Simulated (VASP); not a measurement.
**G0W0 gap of SiC (Moissanite 3C) against strain**

Wanted: the deformation potential of the gap of SiC (Moissanite 3C), from G0W0. The cell is of the zinc-blende type, one of the forms listed for this formula, which need not be the common one. The start is a cell from a database of measured crystal structures.

Calculated with VASP 6.6.1; PBE; plane waves and PAW (Si_GW, C_GW), in the first sound run; inputs show where later runs differ.

## 1. Starting point

It takes space group F-43m (No. 216, cubic). Conventional cell: a = 4.358 Å, b = 4.358 Å, c = 4.358 Å, α = 90.00°, β = 90.00°, γ = 90.00°. Si has 4 C at 1.89 Å nearest. Nearest to C lie 4 Si at 1.89 Å. Farther neighbours are not listed.

## 2. Ground state

The orbitals come from a self-consistent PBE run with a tight EDIFF and a narrow smearing. KPOINTS_OPT adds the bands along a path, which shows whether the mesh holds the band edges.

Contents of INCAR:

```
SYSTEM = SiC
PREC = Accurate
ENCUT = 440
EDIFF = 1E-08
NELM = 100
ISMEAR = 0
SIGMA = 0.01
LREAL = .FALSE.
ALGO = Normal
GGA = PE
NBANDS = 10
LORBIT = 11
LWAVE = .TRUE.
LCHARG = .FALSE.
KPAR = 8
```

Contents of POSCAR:

```
SiC
1.0
    0.0000000000      2.1790000000      2.1790000000
    2.1790000000      0.0000000000      2.1790000000
    2.1790000000      2.1790000000      0.0000000000
Si C
1 1
Direct
    0.0000000000      0.0000000000      0.0000000000
    0.7500000000      0.7500000000      0.7500000000
```

Contents of KPOINTS:

```
Automatic mesh
0
Gamma
6 6 6
0 0 0
```

Contents of KPOINTS_OPT:

```
Line mode
12
Line-mode
Reciprocal
  0.00000000   0.00000000   0.00000000 GAMMA
  0.50000000   0.00000000   0.50000000 X

  0.50000000   0.00000000   0.50000000 X
  0.50000000   0.25000000   0.75000000 W

  0.50000000   0.25000000   0.75000000 W
  0.37500000   0.37500000   0.75000000 K

  0.37500000   0.37500000   0.75000000 K
  0.00000000   0.00000000   0.00000000 GAMMA

  0.00000000   0.00000000   0.00000000 GAMMA
  0.50000000   0.50000000   0.50000000 L

  0.50000000   0.50000000   0.50000000 L
  0.62500000   0.25000000   0.62500000 U

  0.62500000   0.25000000   0.62500000 U
  0.50000000   0.25000000   0.75000000 W

  0.50000000   0.25000000   0.75000000 W
  0.50000000   0.50000000   0.50000000 L

  0.50000000   0.50000000   0.50000000 L
  0.37500000   0.37500000   0.75000000 K

  0.62500000   0.25000000   0.62500000 U
  0.50000000   0.00000000   0.50000000 X
```

PAW data sets: Si_GW and C_GW (PBE family, release 64).

Started as:

```bash
$ mpirun -np 8 vasp_std
```

The program printed:

```text
[banner, memory and clock lines left out]
running    8 mpi-ranks, on    1 nodes
 distrk:  each k-point on    1 cores,    8 groups
 distr:  one band on    1 cores,    1 groups

 POSCAR found type information on POSCAR SiC
 POSCAR found :  2 types and       2 ions
|                                                                             |
|           W    W    AA    RRRRR   N    N  II  N    N   GGGG   !!!           |
|           W    W   A  A   R    R  NN   N  II  NN   N  G    G  !!!           |
|           W    W  A    A  R    R  N N  N  II  N N  N  G       !!!           |
|           W WW W  AAAAAA  RRRRR   N  N N  II  N  N N  G  GGG   !            |
|           WW  WW  A    A  R   R   N   NN  II  N   NN  G    G                |
|           W    W  A    A  R    R  N    N  II  N    N   GGGG   !!!           |
|                                                                             |
|     For optimal performance we recommend to set                             |
|       NCORE = 2 up to number-of-cores-per-socket                            |
|     NCORE specifies how many cores store one orbital (NPAR=cpu/NCORE).      |
|     This setting can greatly improve the performance of VASP for DFT.       |
|     The default, NCORE=1 might be grossly inefficient on modern             |
|     multi-core architectures or massively parallel machines. Do your        |
|     Unfortunately you need to use the default for GW and RPA                |
|     calculations (for HF NCORE is supported but not extensively tested      |
|     yet).                                                                   |
|                                                                             |

 LDA part: xc-table for (Slater+PW92), standard interpolation
 POSCAR, INCAR and KPOINTS ok, starting setup
 FFT: planning ... GRIDC
 FFT: planning ... GRID_SOFT
 FFT: planning ... GRID
 WAVECAR not read
 entering main loop
       N       E                     dE             d eps       ncg     rms          rms(c)
DAV:   1     0.501778814076E+01    0.50178E+01   -0.44521E+03   350   0.755E+02
DAV:   2    -0.163499516294E+02   -0.21368E+02   -0.20438E+02   460   0.132E+02
DAV:   3    -0.169087141204E+02   -0.55876E+00   -0.55702E+00   428   0.178E+01
DAV:   4    -0.169139574350E+02   -0.52433E-02   -0.52412E-02   434   0.201E+00
DAV:   5    -0.169140404721E+02   -0.83037E-04   -0.83025E-04   432   0.244E-01    0.701E+00
DAV:   6    -0.151047593756E+02    0.18093E+01   -0.68007E+00   442   0.163E+01    0.212E+00
DAV:   7    -0.150428697286E+02    0.61890E-01   -0.31028E-01   424   0.351E+00    0.115E+00
DAV:   8    -0.150332292503E+02    0.96405E-02   -0.23463E-02   402   0.152E+00    0.947E-02
DAV:   9    -0.150331473093E+02    0.81941E-04   -0.11783E-03   450   0.239E-01    0.427E-02
DAV:  10    -0.150332408717E+02   -0.93562E-04   -0.18075E-04   414   0.950E-02    0.140E-02
DAV:  11    -0.150332407698E+02    0.10184E-06   -0.34398E-05   408   0.433E-02    0.308E-03
DAV:  12    -0.150332412284E+02   -0.45854E-06   -0.12144E-06   364   0.107E-02    0.617E-04
DAV:  13    -0.150332412520E+02   -0.23649E-07   -0.38105E-08   424   0.178E-03    0.225E-04
DAV:  14    -0.150332412470E+02    0.50047E-08   -0.51438E-09   216   0.573E-04
   1 F= -.15033241E+02 E0= -.15033241E+02  d E =-.629397E-85
 Start KPOINTS_OPT (optional k-point list driver)
k-point batch [1-16\120]
       N       E                     dE             ncg
DAV:   1     0.647797500447E+03   -0.27493E+04      354
DAV:   2     0.310988750867E+03   -0.33681E+03      524
DAV:   3     0.305568415895E+03   -0.54203E+01      420
DAV:   4     0.305482535595E+03   -0.85880E-01      450
DAV:   5     0.305480425344E+03   -0.21103E-02      408
DAV:   6     0.305480304676E+03   -0.12067E-03      514
DAV:   7     0.305480303876E+03   -0.79929E-06      400
DAV:   8     0.305480303865E+03   -0.11224E-07      466
DAV:   9     0.305480303866E+03    0.49499E-09      312
[...]
k-point batch [113-120\120]
       N       E                     dE             ncg
DAV:   1     0.298311478256E+04   -0.24836E+04      226
DAV:   2     0.288808231572E+04   -0.95032E+02      224
DAV:   3     0.288643838228E+04   -0.16439E+01      240
DAV:   4     0.288642680601E+04   -0.11576E-01      210
DAV:   5     0.288642662818E+04   -0.17784E-03      252
DAV:   6     0.288642662548E+04   -0.26923E-05      224
DAV:   7     0.288642662548E+04   -0.62137E-08      234
 writing wavefunctions
```

Wall time 2.6 s (8 MPI ranks of Intel Xeon 6975P-C (Granite Rapids), shared host); peak memory 1.1 GiB; 15 s of CPU time.

The logs omit lines about the potential files and the build; timing stands in the text.

Parts of OUTCAR (step 2):

```text
ion  position               nearest neighbor table
   1  0.000  0.000  0.000-   2 1.89   2 1.89   2 1.89   2 1.89
   2  0.750  0.750  0.750-   1 1.89   1 1.89   1 1.89   1 1.89

  LATTYP: Found a face centered cubic cell.
 ALAT       =     4.3580000000

 Subroutine GETGRP returns: Found 24 space group operations
 (whereof 24 operations were pure point group operations)

The static configuration has the point symmetry T_d .

 Found     16 irreducible k-points:

   k-points           NKPTS =     16   k-points in BZ     NKDIM =     16   number of bands    NBANDS=     10

   dimension x,y,z NGX =    24 NGY =   24 NGZ =   24
   dimension x,y,z NGXF=    48 NGYF=   48 NGZF=   48

   ENCUT  =  440.0 eV  32.34 Ry    5.69 a.u.   5.27  5.27  5.27*2*pi/ulx,y,z

   NELECT =       8.0000    total number of electrons

 k-points in reciprocal lattice and weights: Automatic mesh
   0.00000000  0.00000000  0.00000000       0.005
   0.16666667  0.00000000  0.00000000       0.037
   0.33333333  0.00000000  0.00000000       0.037
   0.50000000  0.00000000  0.00000000       0.019
   0.16666667  0.16666667  0.00000000       0.028
   0.33333333  0.16666667  0.00000000       0.111
   0.50000000  0.16666667  0.00000000       0.111
  -0.33333333  0.16666667  0.00000000       0.111
  -0.16666667  0.16666667  0.00000000       0.056
[...]
-0.33333333  0.33333333  0.16666667       0.111
  -0.33333333  0.50000000  0.16666667       0.056

 average (electrostatic) potential at core
       1 -64.1695       2 -45.1206

 E-fermi :   7.9187

 k-point     1 :       0.0000    0.0000    0.0000
  band No.  band energies     occupation
      1      -7.6332      2.00000
      2       7.7821      2.00000
      3       7.7821      2.00000
      4       7.7821      2.00000
      5      14.0031      0.00000
      6      15.0768      0.00000
      7      15.0768      0.00000
      8      15.0768      0.00000
      9      22.2679      0.00000
    ...

 k-point     2 :       0.1667    0.0000    0.0000
  band No.  band energies     occupation
      1      -7.0942      2.00000
      2       5.4040      2.00000
      3       7.4498      2.00000
      4       7.4498      2.00000
      5      14.1122      0.00000
      6      15.5951      0.00000
      7      15.5951      0.00000
      8      16.1248      0.00000
      9      20.7417      0.00000
    ...

 k-point     3 :       0.3333    0.0000    0.0000
  band No.  band energies     occupation
      1      -5.5678      2.00000
      2       1.5981      2.00000
      3       6.9355      2.00000
      4       6.9355      2.00000
      5      13.4538      0.00000
      6      15.4139      0.00000
      7      15.4139      0.00000
      8      17.6934      0.00000
      9      22.0459      0.00000
    ...

  Total        0.2818676      0.2818676      0.2818676      0.0000000     -0.0000000     -0.0000000
  in kB       21.8249890     21.8249890     21.8249890      0.0000000     -0.0000000     -0.0000000
  external PRESSURE =      21.8249890 kB  Pullay stress =       0.0000000 kB

  energy-cutoff  :      440.00
  volume of cell :       20.69
      direct lattice vectors                 reciprocal lattice vectors
     0.000000000  2.179000000  2.179000000    -0.229463056  0.229463056  0.229463056
     2.179000000  0.000000000  2.179000000     0.229463056 -0.229463056  0.229463056
     2.179000000  2.179000000  0.000000000     0.229463056  0.229463056 -0.229463056

 POSITION                                       TOTAL-FORCE (eV/Angst)
 -----------------------------------------------------------------------------------
      0.00000      0.00000      0.00000        -0.000000     -0.000000     -0.000000
      3.26850      3.26850      3.26850         0.000000      0.000000      0.000000
 -----------------------------------------------------------------------------------
    total drift:                                0.000000      0.000000     -0.000000

  FREE ENERGIE OF THE ION-ELECTRON SYSTEM (eV)
  ---------------------------------------------------
  free  energy   TOTEN  =       -15.0332412470 eV

  energy  without entropy=      -15.0332412470  energy(sigma->0) =      -15.03324125

 total charge
# of ion       s       p       d       tot
------------------------------------------
    1        0.688   0.950   0.210   1.848
    2        0.813   1.681   0.000   2.494
--------------------------------------------------
tot          1.501   2.631   0.210   4.342

[... 3 further parts left out ...]
```

This step gave:

```yaml
free_energy_toten: -15.03 eV
fermi_energy: 7.919 eV
pressure: 2.182 GPa
least_gap_on_mesh_and_path: 1.346 eV
least_direct_gap_on_mesh_and_path: 4.539 eV
```

The highest empty bands on the path are converged less tightly, to about 0.1 eV. The electronic bands at the labelled points (eV, zero at the valence-band top; v1 is the highest filled band, c1 the lowest empty one):

```
          point     v3     v2     v1    c1    c2     c3     c4
              Γ   0.00   0.00   0.00  6.22  7.29   7.29   7.29
0.55 of the way  -3.81  -2.14  -2.14  3.63  5.98  11.00  11.00
              X  -7.81  -3.19  -3.19  1.35  4.31  14.02  14.02
0.45 of the way  -7.55  -3.95  -3.95  2.80  5.73  12.24  13.57
              W  -7.03  -5.00  -4.70  5.20  9.43   9.45   9.76
0.45 of the way  -7.15  -5.34  -3.71  4.36  8.14  10.31  11.46
              K  -7.28  -5.55  -2.60  3.10  7.76  11.84  12.45
0.45 of the way  -4.92  -3.33  -0.69  6.47  8.06   8.41   9.20
              Γ   0.00   0.00   0.00  6.22  7.29   7.29   7.29
0.45 of the way  -3.77  -0.53  -0.53  6.07  7.92   7.92   9.10
              L  -8.55  -1.06  -1.06  5.42  7.22   7.22  10.05
0.55 of the way  -7.91  -3.70  -1.82  4.56  8.33   9.23  11.07
              U  -7.28  -5.55  -2.60  3.10  7.76  11.84  12.45
0.55 of the way  -7.15  -5.34  -3.71  4.36  8.14  10.31  11.46
              W  -7.03  -5.00  -4.70  5.20  9.43   9.45   9.76
0.55 of the way  -7.95  -3.40  -2.06  5.32  7.12   9.72  11.06
              L  -8.55  -1.06  -1.06  5.42  7.22   7.22  10.05
0.55 of the way  -7.91  -3.70  -1.82  4.56  8.33   9.23  11.07
              K  -7.28  -5.55  -2.60  3.10  7.76  11.84  12.45
      jump to U  -7.28  -5.55  -2.60  3.10  7.76  11.84  12.45
0.55 of the way  -7.67  -4.09  -3.07  1.99  5.12  13.44  13.63
              X  -7.81  -3.19  -3.19  1.35  4.31  14.02  14.02
```

Of the projections kept (Si, C), the largest for each band there, as a share of the weight inside these atoms' spheres; weight between the spheres isn't counted:

```
point       v3      v2       v1       c1       c2       c3       c4
    Γ   C 0.75  C 0.75   C 0.74   C 0.78  Si 0.98  Si 0.98  Si 0.98
    X  Si 0.66  C 0.58   C 0.58  Si 0.69  Si 0.92  Si 0.54  Si 0.54
    W  Si 0.69  C 0.57  Si 0.53   C 0.63  Si 0.75  Si 0.52  Si 0.82
    K  Si 0.67  C 0.51   C 0.59  Si 0.69  Si 0.60  Si 0.62  Si 0.50
    Γ   C 0.75  C 0.75   C 0.74   C 0.78  Si 0.98  Si 0.98  Si 0.98
    L  Si 0.61  C 0.67   C 0.67  Si 0.64  Si 0.93  Si 0.93   C 0.81
```

The electronic bands as a text plot (rows in eV, shown from -8.0 to 7.3 only):

```
    7.0 |++++       +         +++++      +++         +++++    +
    6.3 |++                  +  ++++++
    5.7 |  + +              +         ++++++          ++++
    5.1 |   + ++   + ++    +                +    +++++    +    +
    4.4 |       +++    +  +                  +             +    +
    3.8 |    +      +                         + +           +
    3.2 |     +         ++                     +             +
    2.5 |      +   +                                          +
    1.9 |       + +                                            +
    1.2 |        +                                              +
    0.6 |
    0.0 |*                     ******
   -0.7 | **                 ** *  * ***
   -1.3 |  **              **  **       ****           ****
   -1.9 |   **            *    *    *      ***       **    **
   -2.6 |     **        **    *      *        **      *   *  **
   -3.2 |       ***          *              *   *   **         **
   -3.9 |    *     *   *    * *                    *       *   *
   -4.5 |     *     ***    *                 *   ** *
   -5.1 |            ***  *  *        *       *  ***        * *
   -5.8 |      *        **  *          *       **            *
   -6.4 |       *          *
   -7.0 |           *******                   ******         *
   -7.7 |        ***                    *    *      **     ** ***
         Γ       X    W  K        Γ      L     U  W     L   K|U X
```

The cell has a gap of 1.35 eV on mesh and path and a pressure of +2.2 GPa, which holds the misfit of the given cell and coordinates with this functional, and any error of cutoff, mesh and data sets.

## 3. Empty bands

The next step needs empty bands that the ground-state run didn't converge, so the Hamiltonian is diagonalised exactly for NBANDS bands, in a single step. LOPTICS writes the k-derivatives of the orbitals (WAVEDER), which give the long-wavelength limit of the screening.

Contents of INCAR:

```
SYSTEM = SiC
PREC = Accurate
ENCUT = 440
ISMEAR = 0
SIGMA = 0.01
LREAL = .FALSE.
GGA = PE
NBANDS = 88
ALGO = Exact
NELM = 1
LWAVE = .TRUE.
LCHARG = .FALSE.
LOPTICS = .TRUE.
NEDOS = 1000
CSHIFT = 0.1
```

POSCAR is that of step 2.

KPOINTS is that of step 2.

Started as:

```bash
$ mpirun -np 8 vasp_std
```

The program printed:

```text
[banner, memory and clock lines left out]
running    8 mpi-ranks, on    1 nodes
 distrk:  each k-point on    8 cores,    1 groups
 distr:  one band on    1 cores,    8 groups

 POSCAR found type information on POSCAR SiC
 POSCAR found :  2 types and       2 ions
 [... a notice as in an earlier step ...]

 LDA part: xc-table for (Slater+PW92), standard interpolation
 found WAVECAR, reading the header
  number of bands has changed, file:    10 present:    88
  trying to continue reading WAVECAR, but it might fail
 POSCAR, INCAR and KPOINTS ok, starting setup
 FFT: planning ... GRIDC
 FFT: planning ... GRID_SOFT
 FFT: planning ... GRID
 reading WAVECAR
 random initialization beyond band           10
 the WAVECAR file was read successfully
 initial charge from wavefunction
 entering main loop
       N       E                     dE             d eps       ncg     rms          rms(c)
DIA:   1    -0.150332412510E+02   -0.15033E+02    0.00000E+00     0   0.000E+00
   1 F= -.15033241E+02 E0= -.15033241E+02  d E =-.723880E-18
 writing wavefunctions
 optical routines
 imaginary and real dielectric function
 recalculating local potential from charge density
 direction            1
 direction            2
 direction            3
```

Elapsed: 2 s, on 8 MPI ranks; peak memory 0.9 GiB; 9.6 s of CPU time.

From OUTCAR (step 3):

```text
The static configuration has the point symmetry T_d .

 Found     16 irreducible k-points:

   k-points           NKPTS =     16   k-points in BZ     NKDIM =     16   number of bands    NBANDS=     88

   NELECT =       8.0000    total number of electrons

 E-fermi :   7.8389

 k-point     5 :       0.1667    0.1667    0.0000
  band No.  band energies     occupation
      1      -6.9139      2.00000
      2       5.9816      2.00000
      3       6.6701      2.00000
      4       6.6701      2.00000
      5      13.3123      0.00000
      6      15.1145      0.00000
      7      16.8126      0.00000
      8      16.8126      0.00000
      9      18.6095      0.00000
    ...

  Total        0.2818146      0.2818146      0.2818146      0.0000000      0.0000000      0.0000000
  in kB       21.8208845     21.8208845     21.8208845      0.0000000      0.0000000      0.0000000
  external PRESSURE =      21.8208845 kB  Pullay stress =       0.0000000 kB

  FREE ENERGIE OF THE ION-ELECTRON SYSTEM (eV)
  ---------------------------------------------------
  free  energy   TOTEN  =       -15.0332412510 eV

  energy  without entropy=      -15.0332412510  energy(sigma->0) =      -15.03324125

 plasma frequency squared (from intraband transitions) (eV^2)
  --------------------------------------------------------------------------------------
       0.000       0.000      -0.000
      -0.000       0.000      -0.000
      -0.000       0.000       0.000

[... 14 parts as in an earlier step ...]
```

The gap is read on the k-mesh alone, so it is an upper bound where the band edges lie off the mesh, and a coarse mesh can show a gap where there is none.

A gap read on the k-mesh alone can miss the band edges.

Numbers from this step:

```yaml
gap_on_the_k_mesh: 1.346 eV
least_direct_gap_on_the_k_mesh: 4.539 eV
```

WAVECAR now holds 88 bands for 8 electrons. Its independent-particle dielectric tensor has xx, yy, zz = 7.8, 7.8, 7.8 on this mesh. It isn't tested for convergence in mesh or bands and lacks local fields, and at a small direct gap a coarse mesh makes it too large, which overscreens the GW step.

[end of part 1 of 4]

[Lines on the potential files, build, host, timing and source positions are cut from VASP's logs without a mark.]

[Logs are printed without paths, hosts, clocks, repeated set-up lines and the standing remarks that a program may print on its own settings, such as how far it seeks lower states.]

[Hosts, paths, dates, database ids (printed as entryN), source tags and the programs' standing remarks are cut or masked in the printed files.]

[Pressures printed for these runs are not shown converged in the cutoff: they can be off by several GPa and have the wrong sign.]

[In band tables of VASP the shares of atoms and orbitals are scaled to a sum of 1 inside the atoms' spheres.]
